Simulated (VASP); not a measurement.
A convergence study with VASP on BP (zinc blende): one setting is varied, all else stays as given below, so the limit is that of these other settings. Each run relaxes cell and ions from the cell shown.

```yaml
crystal:
  lattice:
    - [0.00000, 2.27000, 2.27000]
    - [2.27000, 0.00000, 2.27000]
    - [2.27000, 2.27000, 0.00000]
  atoms:
    - { symbol: B, position: [0.00000, 0.00000, 0.00000] }
    - { symbol: P, position: [0.25000, 0.25000, 0.25000] }
```

All values below come from LDA (Ceperley-Alder, Perdew-Zunger), VASP's LDA PAW potentials (set 64) (plane waves; VASP 6.6.1). The tightest run used: 700 eV cut-off, 14×14×14 Γ-centred mesh, Gaussian smearing of 0.050 eV, potentials B P.

Gaps are read on the run's mesh, which can miss a band edge.

| setting | relaxed volume (Å³/atom) | E (eV/atom) | gap on the mesh (eV) | irreducible k-points |
|---|---|---|---|---|
| 2×2×2 mesh | 12.391 | -5.7682 | 1.165 | 3 |
| 3×3×3 mesh | 11.552 | -6.8809 | 1.252 | 4 |
| 4×4×4 mesh | 11.387 | -7.1123 | 1.224 | 8 |
| 5×5×5 mesh | 11.339 | -7.1736 | 1.142 | 10 |

**Question.** These are the cheaper rows. Estimate the results at 14×14×14 mesh, and how far the last row shown lies from them.

**Answer.** 
```csv
quantity,tightest run,last row shown is off by
relaxed volume (Å³/atom),11.314,0.025
E (eV/atom),-7.2011,0.0275
gap on the mesh (eV),1.148,-0.006
```

Left out are rungs that failed or repeat a setting and relaxations that didn't move; long series are thinned to 24 rows.

The compound is BP in the zinc blende structure.
